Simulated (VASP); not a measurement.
Set up this calculation in VASP 6.6.1, as the native input.

* Task: relaxation of cell and atoms
* Functional: PBE
* Dispersion: D3(BJ)
* Potentials or basis: VASP PAW PBE potentials, release 64 (Si, W_sv)
* Cutoff: 600 eV
* k mesh: 18 × 18 × 18
* Occupations: gaussian, width 0.1 eV
* Spin: no spin polarisation
* Further INCAR settings: ALGO = Normal; EDIFF = 1e-07; IBRION = 2; EDIFFG = -0.005; NSW = 90; ISIF = 3

The structure of Si2W lies in POSCAR:

```
Si2W
1.0
   -1.6073666700      1.6073666700      3.9010319200
    1.6073666700     -1.6073666700      3.9010319200
    1.6073666700      1.6073666700     -3.9010319200
Si W
2 1
Direct
    0.3349898400      0.3349898400      0.0000000000
    0.6650101600      0.6650101600      0.0000000000
    0.0000000000      0.0000000000      0.0000000000
```

The cell is a database's computed one.

The input as run:

INCAR

```
PREC     = Accurate       # precision mode
ENCUT    = 600            # plane-wave cutoff, eV
EDIFF    = 1E-7           # SCF threshold, eV
ISMEAR   = 0              # smearing method
SIGMA    = 0.1            # smearing width, eV
LREAL    = F              # projectors in reciprocal space
LASPH    = T              # aspherical terms in the spheres
NELM     = 100            # most SCF steps
ALGO     = Normal         # electronic algorithm
ISIF     = 3              # what is computed and relaxed
LWAVE    = F              # write WAVECAR
LCHARG   = F              # write CHGCAR
GGA      = PE             # functional
IVDW     = 12             # dispersion correction
IBRION   = 2              # ionic algorithm
NSW      = 90             # ionic steps
EDIFFG   = -0.005         # ionic threshold
```

KPOINTS

```
Automatic mesh
0
Gamma
  18 18 18
```

Potentials or basis: VASP PAW PBE potentials, release 64 (Si, W_sv).

Command:

```bash
$ cat potpaw_PBE.64/Si/POTCAR potpaw_PBE.64/W_sv/POTCAR > POTCAR
$ mpirun -np 1 vasp_std > vasp.out
```

It gave:

| Quantity | Value |
| --- | --- |
| Relaxed volume | 13.26 Å³/atom |
| Relaxed cell | a = 4.506 Å, b = 4.506 Å, c = 4.506 Å, α = 138.48°, β = 138.48°, γ = 60.17° |
| Space group after relaxing (to 0.05 Å) | I4/mmm (No. 139) |
| Energy gained by relaxing | 2.2 meV/atom |
| Ionic steps | 6 |
| Pressure after relaxing | 0.0 GPa |
| Band gap on the k mesh | none (metal or under the smearing width) |
| Dispersion energy per atom | -0.582 eV |

Caveat: pairwise dispersion overbinds metals, which lowers pressure and volume.

Run time: 19 min on 1 thread of AMD EPYC 9R14 (Zen 4) (shared host), peak memory 0.47 GiB.
